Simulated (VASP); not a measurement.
A run of VASP 6.6.1:

Contents of INCAR:

```
SYSTEM = K8CBr8O2
ALGO = Fast
EDIFF = 1E-6
ENCUT = 520
GGA = PE
ISIF = 2
ISMEAR = -1
IVDW = 12
LASPH = .TRUE.
LCHARG = .FALSE.
LREAL = Auto
LWAVE = .FALSE.
NBANDS = 87
NELM = 100
PREC = Accurate
SIGMA = 0.05
```

File KPOINTS:

```
k-points
0
G
  2 2 1
  0 0 0
```

Contents of POSCAR:

```
K8CBr8O2
1.0
    6.6000000000      0.0000000000      0.0000000000
    0.0000000000      6.6000000000      0.0000000000
    0.0000000000      0.0000000000     24.9000000000
K Br C O
8 8 1 2
Direct
    0.0000000000      0.0000000000      0.0401606426
    0.5000000000      0.5000000000      0.0401606426
   -0.0000454545      0.5000000000      0.1717469880
    0.5000303030      0.0000000000      0.1716907631
    0.0002575758      0.0001363636      0.3056144578
    0.4994848485      0.5001060606      0.3051004016
   -0.0026515152      0.5025000000      0.4375461847
    0.5006969697      0.0013939394      0.4355100402
    0.0000151515      0.0000000000      0.1725863454
    0.4999696970      0.5000000000      0.1726345382
    0.0000000000      0.5000000000      0.0401606426
    0.5000000000      0.0000000000      0.0401606426
    0.0008939394      0.0016818182      0.4381485944
    0.5015151515      0.5011060606      0.4311967871
   -0.0003636364      0.5000757576      0.3041164659
    0.5001969697      0.0000757576      0.3039799197
    0.4748030303      0.4927727273      0.5281646586
    0.3287424242      0.5941666667      0.5293815261
    0.6132272727      0.3939090909      0.5416265060
```

Potentials or basis: VASP PAW PBE potentials, release 64 (K_sv, Br, C, O).

The run is started by

```sh
$ cat potpaw_PBE.64/K_sv/POTCAR potpaw_PBE.64/Br/POTCAR potpaw_PBE.64/C/POTCAR potpaw_PBE.64/O/POTCAR > POTCAR
$ mpirun -np 1 vasp_std > vasp.out
```

Hardware: 1 thread of Intel(R) Xeon(R) 6975P-C (Granite Rapids), on a shared host.

Q: Estimate the wall time of this run.

A: It took 10 min on 1 thread of Intel(R) Xeon(R) 6975P-C (Granite Rapids) (shared host), peak memory 1 GiB. Counts: scf iterations 26, k points 4.
